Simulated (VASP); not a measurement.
VASP runs on MgAu₂ (space group Fd-3m) share one base input (PBE GGA, plane waves, VASP's PBE PAW potentials (set 64)) and change the settings named in each case.

**KPOINTS**
```
Automatic mesh
0
Gamma
5 5 5
0 0 0
```

File POSCAR:
```
MgAu2
1
    0.0000000000     3.9526020000     3.9526020000
    3.9526020000     0.0000000000     3.9526020000
    3.9526020000     3.9526020000     0.0000000000
Au Mg
4 2
Direct
  0.1250000000   0.1250000000   0.1250000000
  0.6250000000   0.1250000000   0.1250000000
  0.1250000000   0.6250000000   0.1250000000
  0.1250000000   0.1250000000   0.6250000000
  0.7500000000   0.7500000000   0.7500000000
  0.5000000000   0.5000000000   0.5000000000
```

**INCAR**
```
ALGO = Normal
EDIFF = 1E-6
ENCUT = 300
GGA = PE
ISIF = 2
ISMEAR = 0
LASPH = .TRUE.
LCHARG = .FALSE.
LMAXMIX = 6
LREAL = .FALSE.
LWAVE = .FALSE.
NELM = 100
PREC = Accurate
SIGMA = 0.1
SYSTEM = MgAu2
```

POTCAR, in this order: Au Mg (PBE.64 set). Program: vasp_std.

```tsv
change	E(σ→0) (eV/atom)	pressure (GPa)	−TS (eV)
base run	-2.9381	-3.99	-0.0224
GGA = PS	-3.4501	-8.34	-0.0231
GGA_COMPAT = .FALSE., LNONCOLLINEAR = .TRUE., LSORBIT = .TRUE., MAGMOM = 0.0 0.0 0.0 0.0 0.0 0.0 0.0 0.0 0.0 0.0 0.0 0.0 0.0 0.0 0.0 0.0 0.0 0.0, program vasp_ncl	-3.1341	-4.81	-0.0207
KPOINTS 1×1×1 Γ-centred mesh	-0.3070	13.24	-0.1556
```
 Energies of different potentials or functionals have different zeros.  Unless said otherwise, spin-orbit coupling is left out, though it shifts the bands of the heavy elements here. At 300 eV the pressure can carry a Pulay error.

Left out are runs that ran out of time, are held back, or changed the cell or the kind of run, fixed moments of cells without a moment, rows past the twelfth, gaps on odd meshes, pressures of charged cells and columns that move by less than the noise.

The structure was generated: MgAu2 was put into an ordered model structure, which need not be its known phase. The cell was not relaxed at this level, its lattice was scaled by up to 2.5 %.
